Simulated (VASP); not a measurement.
The system is Zr.

```
Zr
1.0
     3.23200    0.00000    0.00000
    -1.61600    2.79899    0.00000
     0.00000    0.00000    5.14700
Zr
2
Cartesian
  0.0000 1.8660 1.2868
  1.6160 0.9330 3.8603
```

* Program: VASP 6.6.1
* Task: relaxation of cell and atoms
* Functional: PBE
* Dispersion: D3(BJ)
* Potentials or basis: VASP PAW PBE potentials, release 64 (Zr_sv)
* Cutoff: 600 eV
* k mesh: 15 × 15 × 9
* Occupations: methfessel-paxton, width 0.1 eV
* Spin: no spin polarisation

At the start: pressure -3.3 GPa; volume 23.28 Å³/atom.

**Question.** How do energy, volume and symmetry change on relaxing?

**Answer.** Over 6 steps the energy falls by 8.6 meV/atom and the volume is 22.46 Å³/atom (-3.5 %); space group P6_3/mmc (No. 194, to 0.05 Å).

The path:
```tsv
step	energy change (eV)	largest force (eV/Å)	pressure (GPa)	volume (Å³)
1	0.0000	0.0000	-3.28	46.56
2	0.0004	0.0000	3.67	43.42
3	-0.0169	0.0000	0.00	44.97
4	-0.0169	0.0000	0.06	44.94
5	-0.0172	0.0000	0.05	44.93
6	-0.0172	0.0000	0.05	44.93
```

Final structure:
```xyz
2
Lattice="3.1861 0.0000 0.0000 -1.5930 2.7592 0.0000 0.0000 0.0000 5.1106" Properties=species:S:1:pos:R:3 pbc="T T T"
Zr    0.0000    1.8395    1.2776
Zr    1.5930    0.9197    3.8329
```

Caveat: pairwise dispersion overbinds metals, which lowers pressure and volume.
